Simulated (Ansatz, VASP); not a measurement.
# Zr in two plane-wave programs, part 2 of 2

Aim: how closely do two programs agree when they are given the same cell, functional and k mesh? The structure shown is the end of the Ansatz relaxation below.

VASP 6.6.1 and Ansatz 0.2.0.

So far. Step 3 (VASP: single point, PBEsol, pair 1): The run ends at a pressure of 2.01 GPa.

## (6) VASP: single point, PBEsol, pair 2 (continued)

Level of this step: PBEsol; plane waves and PAW (Zr_sv) (VASP).

Numbers of over 12 decimals in the logs are rounded to 6 here.

From OUTCAR (step 6):

```text
  Total        0.4405548      0.4405548      0.0101061      0.0000000      0.0000000      0.0000000
  in kB       15.8827257     15.8827257      0.3643400      0.0000000      0.0000000      0.0000000
  external PRESSURE =      10.7099305 kB  Pullay stress =       0.0000000 kB

 POSITION                                       TOTAL-FORCE (eV/Angst)
 -----------------------------------------------------------------------------------
     -0.00000      1.82076      3.86980        -0.000000      0.000000      0.000000
      1.57683      0.91038      1.28993         0.000000      0.000000      0.000000
 -----------------------------------------------------------------------------------
    total drift:                               -0.000000      0.000000     -0.000000

  FREE ENERGIE OF THE ION-ELECTRON SYSTEM (eV)
  ---------------------------------------------------
  free  energy   TOTEN  =       -18.1662663350 eV

  energy  without entropy=      -18.1492177458  energy(sigma->0) =      -18.15774204

[... 1 part as in an earlier step ...]

[... 2 further parts left out ...]
[key lines of the parts left out:]
E-fermi :   9.3800
```

The run ends at a pressure of 1.07 GPa.

## (7) Differences

The two programs side by side:

| quantity | Ansatz | VASP | difference |
| --- | --- | --- | --- |
| pressure (GPa) | 1.03 | 1.07 | -0.04 |

## (8) Ansatz: relaxation, PBEsol

This run makes the geometry at which the two programs are then compared. The cell compared in this pair holds 45.49 Å³, against 44.44 Å³ for the pair before.

The structure compared here is the end of the Ansatz relaxation.

The input, input.yaml:

```yaml
crystal:
  lattice:
    - [3.21736409, 0.0, 0.0]
    - [-1.608682045, 2.7863190352, 0.0]
    - [0.0, 0.0, 5.085545542]
  atoms:
    - { symbol: Zr, position: [0.3333333, 0.6666667, 0.75] }
    - { symbol: Zr, position: [0.6666667, 0.3333333, 0.25] }
kpoints:
  mp_grid: { grid: [16, 16, 9] }
scf:
  occupations: { method: fermi_dirac, width: 0.05 }
hamiltonian:
  xc: pbesol
  pseudopotentials: { kind: paw, azcp: { folder: soft_1 }, xc_functional: pbe }
basis:
  ecutwfc: 600
output:
  forces: true
  stress: true
relax:
  f_tol: 0.005
  max_steps: 70
  cell: { stress_tol: 0.02, p_target: 0, fix: [a, b, alpha, beta, gamma] }
```

The run is started by

```sh
$ ansatz run input.yaml --threads 4 --pin off --max-ram 10240MiB --backend cpu --events-out ev --progress --plain --runs-dir out
```

The log of the run:

```text
[...]
Crystal: 2 atoms, lattice volume = 45.590 Å³
Basis set: ecut = 600 eV, 1497 PW (Γ), exchange–correlation on 54×54×90 points (8 copies of the dense FFT grid, shifted against one another)
Bands: 16, of which v1, the nominal top of the filled ones, is band 12 counted from 1 (11 counted from 0)
Symmetry: 24 space group operations
[...]
k-points: 150 of 2304
[...]
0.000000      -1.561783      -0.000000
        0.000000      -0.000000      -0.001789
  P = ⅓ Tr σ = -1.0418 GPa (-10.418 kbar)
--- Relaxed structure (3 steps of the walk, 3 accepted, 1 SCFs on fresh bases) ---
[...]
cell:  # Å, volume = 45.4908 Å³
    - [3.217364, 0, 0.0]
    - [-1.608682, 2.786319, 0.0]
    - [0.0, 0.0, 5.074494]
  atoms:
    - { symbol: Zr, position: [0.333333, 0.666667, 0.75] }
    - { symbol: Zr, position: [0.666667, 0.333333, 0.250000] }
[key lines of the parts left out:]
SCF converged after 7 iterations
Free energy (F): -8257.321682 eV
Fermi energy:    14.229890 eV
```

## (9) VASP: single point, PBEsol, pair 3

The same cell, functional, mesh and smearing now go to VASP, with its own data sets.

The input, INCAR:

```
SYSTEM = Zr
PREC = Accurate
ENCUT = 500
EDIFF = 1E-06
NELM = 120
ISMEAR = -1
SIGMA = 0.05
LREAL = .FALSE.
ALGO = Normal
GGA = PS
NBANDS = 18
LASPH = .TRUE.
LORBIT = 11
LWAVE = .FALSE.
LCHARG = .FALSE.
ISIF = 2
GGA_COMPAT = .FALSE.
KPAR = 2
```

The input, POSCAR:

```
Zr
1.0
    3.2173640900      0.0000000000      0.0000000000
   -1.6086820450      2.7863190352      0.0000000000
    0.0000000000      0.0000000000      5.0744942662
Zr
2
Direct
    0.3333333333      0.6666666667      0.7500000000
    0.6666666667      0.3333333333      0.2500000000
```

The input, KPOINTS:

```
Automatic mesh
0
Gamma
16 16 9
0 0 0
```

PAW data sets: Zr_sv (PBE family, release 64).

The run is started by

```sh
$ mpirun -np 2 vasp_std
```

The log of the run:

```text
[... set-up lines as in an earlier step ...]
 entering main loop
       N       E                     dE             d eps       ncg     rms          rms(c)
DAV:   1     0.208671540135E+03    0.20867E+03   -0.13165E+04  5400   0.129E+03
DAV:   2    -0.345375625436E+01   -0.21213E+03   -0.20869E+03  6384   0.376E+02
DAV:   3    -0.185840085221E+02   -0.15130E+02   -0.15000E+02  9748   0.723E+01
DAV:   4    -0.189630935749E+02   -0.37909E+00   -0.37866E+00  6362   0.119E+01
[...]
DAV:  10    -0.181669093253E+02    0.26497E-04   -0.51150E-05  7864   0.417E-02    0.239E-02
DAV:  11    -0.181669094375E+02   -0.11226E-06   -0.10062E-05  6006   0.372E-02    0.240E-03
DAV:  12    -0.181669095170E+02   -0.79436E-07   -0.27722E-07  3362   0.409E-03
   1 F= -.18166910E+02 E0= -.18159109E+02  d E =-.156010E-01
```

OUTCAR, selected parts (step 9):

```text
  Total       -0.4312241     -0.4312241      0.0122909      0.0000000     -0.0000000     -0.0000000
  in kB      -15.1876239    -15.1876239      0.4328816      0.0000000     -0.0000000     -0.0000000
  external PRESSURE =      -9.9807887 kB  Pullay stress =       0.0000000 kB

 POSITION                                       TOTAL-FORCE (eV/Angst)
 -----------------------------------------------------------------------------------
     -0.00000      1.85755      3.80587        -0.000000     -0.000000      0.000000
      1.60868      0.92877      1.26862         0.000000      0.000000      0.000000
 -----------------------------------------------------------------------------------
    total drift:                               -0.000000      0.000000     -0.000000

  FREE ENERGIE OF THE ION-ELECTRON SYSTEM (eV)
  ---------------------------------------------------
  free  energy   TOTEN  =       -18.1669095170 eV

  energy  without entropy=      -18.1513085190  energy(sigma->0) =      -18.15910902

[... 1 part as in an earlier step ...]

[... 2 further parts left out ...]
[key lines of the parts left out:]
E-fermi :   9.1304
```

The run ends at a pressure of -1.00 GPa.

## (10) Comparison

The two programs side by side:

| quantity | Ansatz | VASP | difference |
| --- | --- | --- | --- |
| pressure (GPa) | -1.04 | -1.00 | -0.04 |

## (11) Summary of results

```yaml
difference_in_pressure_single_point_pbesol_pair_1: -0.046 GPa
difference_in_pressure_single_point_pbesol_pair_2: -0.045 GPa
difference_in_pressure_single_point_pbesol_pair_3: -0.044 GPa
```

In words: The difference in pressure is -0.046 GPa (single point, PBEsol, pair 1), within the 1 GPa picked in this series as the mark of a large difference. 3 further runs of this series are not shown here. Such differences can come from data sets, numerical settings and the points named under the comparisons, not from the functional's error against experiment.

[Lines on the potential files, build, host, timing and source positions are cut from VASP's logs without a mark.]

[Logs are printed without paths, hosts, clocks, repeated set-up lines and the standing remarks that a program may print on its own settings, such as how far it seeks lower states.]

[Hosts, paths, dates, database ids (printed as entryN), source tags and the programs' standing remarks are cut or masked in the printed files.]
